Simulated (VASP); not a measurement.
Here is a VASP 6.6.1 calculation.

Contents of INCAR:

```
SYSTEM = H18SO8
ALGO     = Normal         ! electronic algorithm
EDIFF    = 1E-6           ! SCF threshold, eV
ENCUT    = 520            ! plane-wave cutoff, eV
GGA      = PE             ! functional
ISIF     = 2              ! what is computed and relaxed
ISMEAR   = -1             ! smearing method
IVDW     = 12             ! dispersion correction
LASPH    = .True.         ! aspherical terms in the spheres
LCHARG   = .True.         ! write CHGCAR
LELF     = .True.         ! ELF
LREAL    = Auto         
LVHAR    = .True.       
LWAVE    = .False.        ! write WAVECAR
NBANDS   = 55             ! bands
NELM     = 100            ! most SCF steps
PREC     = Accurate       ! precision mode
SIGMA    = 0.05           ! smearing width, eV
```

KPOINTS

```
k-points
0
Gamma
  1 1 1
  0 0 0
```

Contents of POSCAR:

```
H18SO8
1.0
    6.6943300000      0.0000000000      0.0000000000
    0.0000000000      6.6943300000      0.0000000000
    0.0000000000      0.0000000000      6.6943300000
O H S
8 18 1
Direct
    0.3870887751      0.5963703612      0.3131306643
    0.5959969108      0.8887670611      0.1136185399
    1.0048503734      0.7199376189      0.2798637056
    0.9005083406      0.7203708213      0.8454318804
    0.8579798128      0.0081561560      0.4853510359
    0.6609922128      0.3839966061      0.7022659475
    0.4085098882      0.7847984787      0.6946326219
    0.5548426803      0.2972963687      0.0980531285
    0.4614800884      0.6951703905      0.2245482371
    0.4154112510      0.4671714720      0.2487179449
    0.6705973563      0.8872433836      0.2327342692
    0.6976650389      0.8350947742      0.0262012778
    1.1343330849      0.6571083290      0.3102326895
    1.0211328094      0.7593739777      0.1407011605
    0.8630886138      0.8111491367      0.7361603028
    0.8247277920      0.5961313530      0.8293884526
    0.9417521992      0.1320072360      0.4541156471
    0.9305188122     -0.1024299669      0.3947669147
    0.5858091848      0.4701142609      0.6158196563
    0.7109001200      0.2687199466      0.6156702762
    0.2762337680      0.7935073413      0.7446450952
    0.3884033204      0.7700247822      0.5466118342
    0.5823734414      0.3837874739     -0.0239008235
    0.6219293044      0.1718618592      0.1075238299
    0.0993826119      0.3476673543      0.9290997008
    0.2747250285      0.1401783300      0.9993531840
    0.0863716010      0.1508888866      0.9438584593
```

Potentials or basis: VASP PAW PBE potentials, release 64 (O, H, S).

Command:

```bash
$ cat potpaw_PBE.64/O/POTCAR potpaw_PBE.64/H/POTCAR potpaw_PBE.64/S/POTCAR > POTCAR
$ mpirun -np 1 vasp_gam > vasp.out
```

(1) What does it give for the dispersion energy per atom?

(2) What does it give for the pressure?

(3) What does it give for the band gap on the k mesh?

Results:

(1) -0.037 eV.

(2) 0.0 GPa.

(3) 3.80 eV, direct.
